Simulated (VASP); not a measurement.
All values below come from PBE GGA with spin-orbit coupling, VASP's PBE PAW potentials (set 64) (plane waves; VASP 6.6.1).

VASP input:

KPOINTS:
```
Automatic mesh
0
Gamma
9 9 9
0 0 0
```

### KPOINTS_OPT
```
k-points along high-symmetry lines
8
Line-mode
Reciprocal
  0.000000   0.000000   0.000000 ! GAMMA
  0.500000   0.000000   0.500000 ! X

  0.500000   0.000000   0.500000 ! X
  0.625000   0.250000   0.625000 ! U

  0.375000   0.375000   0.750000 ! K
  0.000000   0.000000   0.000000 ! GAMMA

  0.000000   0.000000   0.000000 ! GAMMA
  0.500000   0.500000   0.500000 ! L

  0.500000   0.500000   0.500000 ! L
  0.500000   0.250000   0.750000 ! W

  0.500000   0.250000   0.750000 ! W
  0.500000   0.000000   0.500000 ! X
```

File POSCAR:
```
CoSi2
1
   -0.0000000000     2.6786970421     2.6786970421
    2.6786970421     0.0000000000     2.6786970421
    2.6786970421     2.6786970421    -0.0000000000
Co Si
1 2
Direct
  0.0000000000   0.0000000000   0.0000000000
  0.2500000000   0.2500000000   0.2500000000
  0.7500000000   0.7500000000   0.7500000000
```

### INCAR
```
SYSTEM = CoSi2
PREC = Accurate; ENCUT = 400; LREAL = F
LASPH = T
EDIFF = 1E-6; NELM = 100; ALGO = Normal
LMAXMIX = 4
ISMEAR = 0; SIGMA = 0.05
GGA = PE; GGA_COMPAT = F
MAGMOM = 0 0 0 0 0 0 0 0 0
LSORBIT = T
LWAVE = F; LCHARG = F
```

POTCAR, in this order: Co Si (PBE.64 set). Program: vasp_ncl.

Output

File OSZICAR:
```
       N       E                     dE             d eps       ncg     rms          rms(c)
DAV:   1     0.812114693745E+02    0.81211E+02   -0.59346E+03  1680   0.115E+03
DAV:   2    -0.150791178300E+02   -0.96291E+02   -0.90828E+02  1704   0.273E+02
DAV:   3    -0.205311006491E+02   -0.54520E+01   -0.52275E+01  2248   0.748E+01
DAV:   4    -0.207016375054E+02   -0.17054E+00   -0.17006E+00  2088   0.133E+01
DAV:   5    -0.207089183030E+02   -0.72808E-02   -0.72781E-02  2408   0.253E+00    0.144E+01
DAV:   6    -0.243082546623E+02   -0.35993E+01   -0.38355E+01  2192   0.137E+02    0.179E+01
DAV:   7    -0.192353435822E+02    0.50729E+01   -0.15702E+01  2104   0.109E+02    0.395E+00
DAV:   8    -0.193518561748E+02   -0.11651E+00   -0.20125E+00  2160   0.117E+01    0.234E+00
DAV:   9    -0.192979742964E+02    0.53882E-01   -0.16878E-01  2272   0.897E+00    0.658E-01
DAV:  10    -0.192976695012E+02    0.30480E-03   -0.94800E-03  2024   0.987E-01    0.263E-01
DAV:  11    -0.192976731660E+02   -0.36648E-05   -0.66270E-04  2496   0.464E-01    0.754E-02
DAV:  12    -0.192976765611E+02   -0.33951E-05   -0.55904E-05  2600   0.120E-01    0.390E-02
DAV:  13    -0.192976889448E+02   -0.12384E-04   -0.72327E-05  2168   0.139E-01    0.134E-02
DAV:  14    -0.192976885541E+02    0.39065E-06   -0.41251E-06  2256   0.400E-02
   1 F= -.19297689E+02 E0= -.19296782E+02  d E =-.181269E-02  mag=     0.0000     0.0000     0.0000
       N       E                     dE             ncg
       N       E                     dE             ncg
```

OUTCAR:
```
------------------------ aborting loop because EDIFF is reached ----------------------------------------
  FORCE on cell =-STRESS in cart. coord.  units (eV):
  Direction    XX          YY          ZZ          XY          YZ          ZX
  --------------------------------------------------------------------------------------
  Total       -0.0149047     -0.0149047     -0.0149047     -0.0000000      0.0000000     -0.0000000
  in kB       -0.6212018     -0.6212018     -0.6212018     -0.0000000      0.0000000     -0.0000000
  external PRESSURE =      -0.6212018 kB  Pullay stress =       0.0000000 kB
  volume of cell :       38.44
      direct lattice vectors                 reciprocal lattice vectors
     0.000000000  2.678697042  2.678697042    -0.186657913  0.186657913  0.186657913
     2.678697042  0.000000000  2.678697042     0.186657913 -0.186657913  0.186657913
     2.678697042  2.678697042  0.000000000     0.186657913  0.186657913 -0.186657913
 POSITION                                       TOTAL-FORCE (eV/Angst)
 -----------------------------------------------------------------------------------
      0.00000      0.00000      0.00000        -0.000000      0.000000     -0.000000
      1.33935      1.33935      1.33935        -0.000000     -0.000000     -0.000000
      4.01805      4.01805      4.01805         0.000000      0.000000      0.000000
 -----------------------------------------------------------------------------------
    total drift:                               -0.000000      0.000000      0.000000
  FREE ENERGIE OF THE ION-ELECTRON SYSTEM (eV)
  ---------------------------------------------------
  free  energy   TOTEN  =       -19.2976885541 eV

  energy  without entropy=      -19.2958758593  energy(sigma->0) =      -19.29678221

 Ion:    1  E_soc:     -0.0131075

 Ion:    2  E_soc:     -0.0003345

 Ion:    3  E_soc:     -0.0003345
```
(Selected blocks of OUTCAR.)

The compound is CoSi2 in the fluorite structure. It was relaxed first.
